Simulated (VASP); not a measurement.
Here is the system:

```xyz
2
Lattice="2.7639 0.0000 0.0000 0.0000 2.7639 0.0000 0.0000 0.0000 2.7639" Properties=species:S:1:pos:R:3 pbc="T T T"
Nb     0.0000     0.0000     0.0000
C      1.3819     1.3819     1.3819
```

All values below come from PBEsol GGA, VASP's PBE PAW potentials (set 64) (plane waves; VASP). Run with 520 eV cut-off, Gaussian smearing of 0.050 eV, potentials Nb_sv C.

Question: Give the energies of bands 6 to 11 at the high-symmetry points, in eV from the Fermi level.

Answer: 
```tsv
band	Γ	X	M	R
6	-3.16	-6.71	-2.70	-6.53
7	-3.16	-2.04	-2.70	-6.53
8	1.30	-1.77	-1.60	-6.53
9	1.30	-1.77	1.68	7.04
10	1.30	4.85	1.68	7.04
11	4.38	5.76	2.18	8.98
```

It has no gap at this level: it comes out as a metal or semimetal.

The structure was generated: NbC was put into the CsCl type type (Pm-3m), which need not be its known phase. It was relaxed first, which changed the volume by -30 %. The electron count is odd and the run is not spin-polarised, which forces a metal.
